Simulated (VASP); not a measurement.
Ga2Os, 12 atoms in the cell. The cell holds a amorphous, 12 atoms: a = 6.160 Å, b = 4.787 Å, c = 5.973 Å, α = 88.37°, β = 88.60°, γ = 81.77°. The cell was built by a generator and needn't be a form met in nature.

| Quantity | Value |
| --- | --- |
| Program | VASP 6.6.1 |
| Task | single point |
| Functional | PBE |
| Potentials or basis | VASP PAW PBE potentials, release 64 (Os, Ga_d) |
| Cutoff | 520 eV |
| k mesh | 3 × 3 × 3 |
| Occupations | fermi-dirac, width 0.05 eV |
| Spin | no spin polarisation |
| Dipole correction | no |
| Further INCAR settings | ALGO = Fast; EDIFF = 1e-06; NBANDS = 80 |

Potentials or basis: VASP PAW PBE potentials, release 64 (Os, Ga_d).

The run is started by

```bash
$ cat potpaw_PBE.64/Os/POTCAR potpaw_PBE.64/Ga_d/POTCAR > POTCAR
$ mpirun -np 1 vasp_std > vasp.out
```

Hardware: 1 thread of Intel(R) Xeon(R) 6975P-C (Granite Rapids), on a shared host.

Question: How long does it take, and how much memory?

Answer: Wall time 3.7 min on 1 thread of Intel(R) Xeon(R) 6975P-C (Granite Rapids), on a shared host, peak memory 0.35 GiB. Counts: scf iterations 23, k points 14.
